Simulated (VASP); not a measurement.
Crystal: CdSb2O4.

```xyz
14
Lattice="0.0000 4.8500 4.8500 4.8500 0.0000 4.8500 4.8500 4.8500 0.0000" Properties=species:S:1:pos:R:3 pbc="T T T"
Cd    2.4250    2.4250    2.4250
Cd    0.0000    0.0000    0.0000
Sb    6.0625    3.6375    3.6375
Sb    3.6375    3.6375    6.0625
Sb    3.6375    6.0625    3.6375
Sb    6.0625    6.0625    6.0625
O     3.7830    3.7830    3.7830
O     5.9170    3.7830    5.9170
O     3.7830    5.9170    5.9170
O     5.9170    5.9170    3.7830
O     8.3420    6.2080    6.2080
O     6.2080    8.3420    6.2080
O     8.3420    8.3420    8.3420
O     6.2080    6.2080    8.3420
```

The cell was built by a generator and needn't be a form met in nature.

```yaml
Program: VASP 6.6.1
Task: relaxation of cell and atoms
Functional: PBE
Potentials_or_basis: VASP PAW PBE potentials, release 64 (Cd, Sb, O)
Cutoff: 520 eV
k_mesh: 3 × 3 × 3
Occupations: gaussian, width 0.15 eV
Spin: no spin polarisation
```

At the start: pressure 4.7 GPa; volume 16.30 Å³/atom.

**Question.** How do energy, volume and symmetry change on relaxing?

**Answer.** Over 7 steps the energy falls by 45.0 meV/atom and the volume is 16.45 Å³/atom (+0.9 %); space group Fd-3m (No. 227, to 0.05 Å).

The path:
| step | energy change (eV) | largest force (eV/Å) | pressure (GPa) | volume (Å³) |
| --- | --- | --- | --- | --- |
| 1 | 0.0000 | 1.3622 | 4.69 | 228.17 |
| 2 | -0.3826 | 0.2462 | -4.84 | 244.28 |
| 3 | -0.4297 | 0.5372 | -3.27 | 240.09 |
| 4 | -0.6171 | 0.0492 | -1.24 | 234.15 |
| 5 | -0.6261 | 0.1041 | -0.82 | 232.42 |
| 6 | -0.6263 | 0.0783 | -0.80 | 232.64 |
| 7 | -0.6304 | 0.0685 | -0.16 | 230.31 |

Final structure:
```
Cd Sb O
1.0
     0.00000    4.86514    4.86514
     4.86514    0.00000    4.86514
     4.86514    4.86514    0.00000
Cd Sb O
2 4 8
Direct
  0.25000 0.25000 0.25000
  0.00000 0.00000 0.00000
  0.12500 0.62500 0.62500
  0.62500 0.62500 0.12500
  0.62500 0.12500 0.62500
  0.62500 0.62500 0.62500
  0.38407 0.38407 0.38407
  0.38407 0.84780 0.38407
  0.84780 0.38407 0.38407
  0.38407 0.38407 0.84780
  0.40220 0.86593 0.86593
  0.86593 0.40220 0.86593
  0.86593 0.86593 0.86593
  0.86593 0.86593 0.40220
```
